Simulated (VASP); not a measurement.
Given:

```xyz
3
Lattice="1.8645 -3.2294 0.0000 1.8645 3.2294 0.0000 0.0000 0.0000 5.3728" Properties=species:S:1:pos:R:3 pbc="T T T"
Pt     0.0000     0.0000     0.0000
Se     1.8645     1.0765     1.2980
Se     1.8645    -1.0765     4.0748
```

Method: revTPSS meta-GGA, VASP's PBE PAW potentials (set 64) (plane waves; VASP). Numerical set-up: 520 eV cut-off, 11×11×7 Γ-centred mesh, tetrahedra with Blöchl corrections, potentials Pt Se.

Without a dispersion term in the relaxation, distances and binding between the weakly bound layers, chains or molecules are unreliable, and so is what depends on them.  Unless said otherwise, spin-orbit coupling is left out, though it shifts the bands of the heavy elements here.

Estimate the energy per atom (σ→0), band gap (over mesh and band path) with the smallest direct gap where there is one.

```
Property                                                               Value
----------------------------------  ----------------------------------------
band gap (over mesh and band path)  none (metal, semimetal or under 0.01 eV)
energy per atom (σ→0)                                         13.872 eV/atom
```

The absolute energy has meaning only against runs of the same code, potentials and settings.

The compound is PtSe2 in the 1T layered structure. It was relaxed first, which changed the volume by +6 %.
